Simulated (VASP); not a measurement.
# B2C (Pmmm) in VASP: single point with r2SCAN

Aim: the single point of B2C with r2SCAN.

Program: VASP 6.6.1. These are calculated values, not measurements. Logs are shortened: lines on timing, memory, paths and dates and some standing lists are left out, and cuts for length are marked.

## 1. Starting point

The structure is orthorhombic, space group Pmmm (No. 47). The conventional cell has a = 2.573 Å, b = 3.433 Å, c = 3.928 Å, α = 90.00°, β = 90.00°, γ = 90.00°. B (site symmetry m2m) has 2 C at 1.56 Å and 2 B at 1.68 to 1.75 Å as nearest neighbours. C (site symmetry mmm) has 4 B at 1.56 Å as nearest neighbours.

The cell was built by a generator and needn't be a form met in nature.

## 2. Single point, r2SCAN

Contents of INCAR:

```
  PREC = Accurate
  ENCUT = 520
  EDIFF = 1E-6
  ISMEAR = 0
  SIGMA = 0.1
  LREAL = False
  LASPH = True
  NELM = 150
  ALGO = Normal
  ISIF = 2
  LWAVE = False
  LCHARG = False
  METAGGA = R2SCAN
  LMIXTAU = True
  KPAR = 4
```

Contents of KPOINTS:

```
Automatic mesh
0
Gamma
  14 10 10
```

Contents of POSCAR:

```
B2C                                     
1.0
    2.5733011812      0.0000000000      0.0000000000
    0.0000000000      3.4329812487      0.0000000000
    0.0000000000      0.0000000000      3.9282734018
  B               C             
     2     1
Direct
     0.5000000000000000    0.2547128255780223    0.0000000000000000
     0.5000000000000000    0.7452871744219779    0.0000000000000000
     0.0000000000000000    0.0000000000000000    0.0000000000000000
```

Potentials or basis: VASP PAW PBE potentials, release 64 (B, C).

Run with:

```bash
> cat potpaw_PBE.64/B/POTCAR potpaw_PBE.64/C/POTCAR > POTCAR
> mpirun -np 4 vasp_std > vasp.out
```

OUTCAR:

```text
PREC = Accurate
   ENCUT = 520
   EDIFF = 1E-6
   ISMEAR = 0
   LREAL = False
   LASPH = True
   NELM = 150
   ISIF = 2
   METAGGA = R2SCAN

 ion  position               nearest neighbor table
   1  0.500  0.255  0.000-   3 1.56   3 1.56   2 1.68   2 1.75
   2  0.500  0.745  0.000-   3 1.56   3 1.56   1 1.68   1 1.75
   3  0.000  0.000  0.000-   1 1.56   2 1.56   1 1.56   2 1.56

  LATTYP: Found a simple orthorhombic cell.
 ALAT       =     2.5733011812
 B/A-ratio  =     1.3340767392
 C/A-ratio  =     1.5265501879

  Lattice vectors:

 A1 = (   2.5733011812,   0.0000000000,   0.0000000000)
 A2 = (   0.0000000000,   3.4329812487,   0.0000000000)
 A3 = (   0.0000000000,   0.0000000000,   3.9282734018)

Analysis of symmetry for initial positions (statically):
=====================================================================
 Subroutine PRICEL returns:
 Original cell was already a primitive cell.

 Routine SETGRP: Setting up the symmetry group for a
 simple orthorhombic supercell.

 Subroutine GETGRP returns: Found  8 space group operations
 (whereof  8 operations were pure point group operations)
 out of a pool of  8 trial point group operations.

The static configuration has the point symmetry D_2h.

Analysis of symmetry for dynamics (positions and initial velocities):
=====================================================================
 Subroutine PRICEL returns:
 Original cell was already a primitive cell.

 Routine SETGRP: Setting up the symmetry group for a
 simple orthorhombic supercell.

 Subroutine GETGRP returns: Found  8 space group operations
 (whereof  8 operations were pure point group operations)
 out of a pool of  8 trial point group operations.

The dynamic configuration has the point symmetry D_2h.

 Subroutine INISYM returns: Found  8 space group operations
 (whereof  8 operations are pure point group operations),
 and found     1 'primitive' translations

----------------------------------------------------------------------------------------

                                     Primitive cell

  volume of cell :      34.7027

  direct lattice vectors                    reciprocal lattice vectors
     2.573301181  0.000000000  0.000000000     0.388605892  0.000000000  0.000000000
     0.000000000  3.432981249  0.000000000     0.000000000  0.291292008  0.000000000
     0.000000000  0.000000000  3.928273402     0.000000000  0.000000000  0.254564766

  length of vectors
     2.573301181  3.432981249  3.928273402     0.388605892  0.291292008  0.254564766

  position of ions in fractional coordinates (direct lattice)
     0.500000000  0.254712826  0.000000000
     0.500000000  0.745287174  0.000000000
     0.000000000  0.000000000  0.000000000

  ion indices of the primitive-cell ions
   primitive index   ion index
                 1           1
                 2           2
                 3           3

----------------------------------------------------------------------------------------

 KPOINTS: Automatic mesh

Automatic generation of k-mesh.
 Grid dimensions read from file:
 generate k-points for:   14   10   10

 Generating k-lattice:

  Cartesian coordinates                     Fractional coordinates (reciprocal lattice)
     0.027757564  0.000000000  0.000000000     0.071428571  0.000000000  0.000000000
     0.000000000  0.029129201  0.000000000     0.000000000  0.100000000  0.000000000
     0.000000000  0.000000000  0.025456477     0.000000000  0.000000000  0.100000000

  Length of vectors
     0.027757564  0.029129201  0.025456477

  Shift w.r.t. Gamma in fractional coordinates (k-lattice)
     0.000000000  0.000000000  0.000000000

 Subroutine IBZKPT returns following result:
 ===========================================

 Found    288 irreducible k-points:

 Following reciprocal coordinates:
            Coordinates               Weight
  0.000000  0.000000  0.000000      1.000000
  0.071429  0.000000  0.000000      2.000000
  0.142857  0.000000  0.000000      2.000000
  0.214286  0.000000  0.000000      2.000000
  0.285714  0.000000  0.000000      2.000000
  0.357143  0.000000  0.000000      2.000000
[... 16 lines left out ...]
  0.428571  0.200000  0.000000      4.000000
  0.500000  0.200000  0.000000      2.000000
 [... further k-points ...]
   k-points           NKPTS =    288   k-points in BZ     NKDIM =    288   number of bands    NBANDS=      9
   number of dos      NEDOS =    301   number of ions     NIONS =      3
   total plane-waves  NPLWV =  16800
   dimension x,y,z NGX =    20 NGY =   28 NGZ =   30
   dimension x,y,z NGXF=    40 NGYF=   56 NGZF=   60
   ions per type =               2   1
   NGX,Y,Z   is equivalent  to a cutoff of  12.92, 13.56, 12.70 a.u.
   NGXF,Y,Z  is equivalent  to a cutoff of  25.84, 27.12, 25.39 a.u.
 SYSTEM =  unknown system
   PREC   = accura    normal or accurate (medium, high low for compatibility)
   ISTART =      0    job   : 0-new  1-cont  2-samecut
   ICHARG =      2    charge: 1-file 2-atom 10-const
   ISPIN  =      1    spin polarized calculation?
   LNONCOLLINEAR =      F non collinear calculations
   LSORBIT =      F    spin-orbit coupling
   LASPH  =      T    aspherical Exc in radial PAW
   ENCUT  =  520.0 eV  38.22 Ry    6.18 a.u.   4.78  6.38  7.30*2*pi/ulx,y,z
   NELM   =    150;   NELMIN=  2; NELMDL= -5     # of ELM steps
   EDIFF  = 0.1E-05   stopping-criterion for ELM
   LREAL  =      F    real-space projection
   EDIFFG = 0.1E-04   stopping-criterion for IOM
   NSW    =      0    number of steps for IOM
   IBRION =     -1    ionic relax: 0-MD 1-quasi-New 2-CG
   NFREE  =      0    steps in history (QN), initial steepest desc. (CG)
   ISIF   =      2    stress and relaxation
   ISYM   =      2    0-nonsym 1-usesym 2-fastsym
   POTIM  = 0.5000    time-step for ionic-motion
   TEBEG  =    0.0;   TEEND  =   0.0 temperature during run
   PSTRESS=    0.0 pullay stress
   NELECT =      10.0000    total number of electrons
   NUPDOWN=      -1.0000    fix difference up-down
   EMIN   =  10.00;   EMAX   =-10.00  energy-range for DOS
   EFERMI =   0.00;   METHOD = LEGACY
   ISMEAR =     0;   SIGMA  =   0.10  broadening in eV -4-tet -1-fermi 0-gaus
   EFERMI_NEDOS =   21; number of points for ismear=-14 and -15
   IALGO  =     38    algorithm
   IMIX   =      4    mixing-type and parameters
     AMIX     =   0.40;   BMIX     =  1.00
     AMIX_MAG =   1.60;   BMIX_MAG =  1.00
  volume/ion in A,a.u.               =      11.57        78.06
  Fermi-wavevector in a.u.,A,eV,Ry     =   1.081318  2.043395 15.908604  1.169249
  Thomas-Fermi vector in A             =   2.217332
   LORBIT       =      0    0 simple, 1 ext, 2 COOP (PROOUT), +10 PAW based schemes
   METAGGA = R2SCAN    functional components
   LHFCALC =     F    Hartree Fock is set to
   AEXX    =    0.0000 exact exchange contribution
   IVDW    =     0    specifies the selected vdW correction
   LEPSILON=     F    determine dielectric tensor
   LRPA    =     F    only Hartree local field effects (RPA)
 non-spin polarized calculation
 Gauss-broadening in eV      SIGMA  =   0.10
  energy-cutoff  :      520.00
  volume of cell :       34.70
 maximum number of plane-waves:       954
 NGX is ok and might be reduce to    20
   NGX =  9   NGY = 13   NGZ = 15

 number of electron      10.0000000 magnetization

 Free energy of the ion-electron system (eV)
  ---------------------------------------------------
  ext. energy  EPLUGINS =         0.00000000
  ---------------------------------------------------
  free energy    TOTEN  =       -23.23793667 eV

  energy without entropy =      -23.23590778  energy(sigma->0) =      -23.23692222

 E-fermi :   2.2942     XC(G=0):  -9.4990

 val. band max:        2.2844443269   @ k =   0.0000   0.4000   0.3000
 cond. band min:       2.3179773432   @ k =   0.1429   0.4000   0.4000
 fundamental gap:      0.0335330163
 Fermi energy:         2.2942291300

 k-point     1 :       0.0000    0.0000    0.0000
  band No.  band energies     occupation
      1     -15.0551      2.00000
      2      -4.0444      2.00000
      3      -3.2083      2.00000
      4      -2.7906      2.00000
      5      -2.4493      2.00000
      6       6.2073      0.00000
      7       9.3528      0.00000
      8       9.6101      0.00000
      9      10.1380      0.00000

 k-point     2 :       0.0714    0.0000    0.0000
  band No.  band energies     occupation
      1     -14.9698      2.00000
      2      -4.0294      2.00000
      3      -3.0965      2.00000
      4      -2.8133      2.00000
      5      -2.7687      2.00000
      6       6.3312      0.00000
      7       9.4346      0.00000
      8       9.4640      0.00000
      9      10.6582      0.00000

 k-point     3 :       0.1429    0.0000    0.0000
  band No.  band energies     occupation
      1     -14.7139      2.00000
      2      -4.3108      2.00000
      3      -3.4024      2.00000
      4      -2.7620      2.00000
      5      -2.7060      2.00000
      6       6.6818      0.00000
      7       8.9666      0.00000
      8       9.6739      0.00000
      9      10.4002      0.00000

 k-point     4 :       0.2143    0.0000    0.0000
  band No.  band energies     occupation
      1     -14.2884      2.00000
      2      -5.4909      2.00000
      3      -3.3125      2.00000
      4      -2.6123      2.00000
      5      -2.2070      2.00000
      6       7.2379      0.00000
      7       8.0255      0.00000
      8       9.5223      0.00000
      9      10.0492      0.00000

 k-point     5 :       0.2857    0.0000    0.0000
  band No.  band energies     occupation
      1     -13.6954      2.00000
      2      -6.9201      2.00000
      3      -3.0047      2.00000
      4      -2.5035      2.00000
      5      -1.4360      2.00000
      6       6.6894      0.00000
      7       7.9908      0.00000
      8       8.7333      0.00000
      9      10.5189      0.00000

 k-point     6 :       0.3571    0.0000    0.0000
  band No.  band energies     occupation
      1     -12.9388      2.00000
      2      -8.3431      2.00000
      3      -2.6703      2.00000
      4      -2.4007      2.00000
      5      -0.4561      2.00000
      6       5.1451      0.00000
      7       8.1179      0.00000
      8       8.8619      0.00000
      9       9.5682      0.00000
[... 169 lines left out ...]
 k-point    21 :       0.2857    0.2000    0.0000
  band No.  band energies     occupation
      1     -13.5050      2.00000
      2      -6.7875      2.00000
      3      -5.0780      2.00000
      4      -1.0944      2.00000
      5      -0.8674      2.00000
      6       6.1986      0.00000
      7       8.0046      0.00000
      8       8.6181      0.00000
      9       9.4200      0.00000

 k-point    22 :       0.3571    0.2000    0.0000
  band No.  band energies     occupation
      1     -12.7493      2.00000
      2      -8.1844      2.00000
      3      -4.5204      2.00000
      4      -1.4979      2.00000
      5      -0.1209      2.00000
      6       5.2282      0.00000
      7       8.1539      0.00000
      8       9.2255      0.00000
      9       9.4632      0.00000

 k-point    23 :       0.4286    0.2000    0.0000
  band No.  band energies     occupation
      1     -11.8372      2.00000
      2      -9.5144      2.00000
      3      -3.8456      2.00000
      4      -2.2251      2.00000
      5       1.0406      2.00000
      6       3.8369      0.00000
      7       8.4897      0.00000
      8       9.4371      0.00000
      9      10.2996      0.00000

 k-point    24 :       0.5000    0.2000    0.0000
  band No.  band energies     occupation
      1     -10.9360      2.00000
      2     -10.5586      2.00000
      3      -3.2866      2.00000
      4      -2.8054      2.00000
      5       2.1984      1.82479
      6       2.5726      0.00008
      7       8.7757      0.00000
      8       9.5670      0.00000
      9       9.9628      0.00000

 [... further k-points ...]

------------------------ aborting loop because EDIFF is reached ----------------------------------------

  FORCE on cell =-STRESS in cart. coord.  units (eV):
  Direction    XX          YY          ZZ          XY          YZ          ZX
  --------------------------------------------------------------------------------------
  -------------------------------------------------------------------------------------
  Total       -0.5335113     -0.3366032     -0.2384238     -0.0000000      0.0000000      0.0000000
  in kB      -24.6314761    -15.5405022    -11.0076966     -0.0000000      0.0000000      0.0000000
  external PRESSURE =     -17.0598916 kB  Pullay stress =       0.0000000 kB

 VOLUME and BASIS-vectors are now :
 -----------------------------------------------------------------------------
  energy-cutoff  :      520.00
  volume of cell :       34.70
      direct lattice vectors                 reciprocal lattice vectors
     2.573301181  0.000000000  0.000000000     0.388605892  0.000000000  0.000000000
     0.000000000  3.432981249  0.000000000     0.000000000  0.291292008  0.000000000
     0.000000000  0.000000000  3.928273402     0.000000000  0.000000000  0.254564766

 POSITION                                       TOTAL-FORCE (eV/Angst)
 -----------------------------------------------------------------------------------
      1.28665      0.87442      0.00000        -0.000000     -0.061107      0.000000
      1.28665      2.55856      0.00000         0.000000      0.061107      0.000000
      0.00000      0.00000      0.00000         0.000000      0.000000      0.000000
 -----------------------------------------------------------------------------------
    total drift:                                0.000000      0.000000     -0.000000

  FREE ENERGIE OF THE ION-ELECTRON SYSTEM (eV)
  ---------------------------------------------------
  free  energy   TOTEN  =       -23.2379366677 eV

  energy  without entropy=      -23.2359077814  energy(sigma->0) =      -23.23692222
```

Wall time 1.9 min (4 MPI ranks of Intel Xeon Platinum 8375C at 2.90GHz (Ice Lake), shared host); peak memory 0.2 GiB.

Results:

```
Free energy            : -23.2379 eV
Pressure               : -1.7 GPa
Largest force          : 0.061 eV/Å
Band gap on the k mesh : none (metal or under the smearing width)
```

Forces in eV/Å, atoms in the order of the input:
```
B    0.000 -0.061  0.000
B    0.000  0.061  0.000
C    0.000  0.000  0.000
```

Caveat: the PAW data sets were made with another functional, which shifts forces and pressure a little.
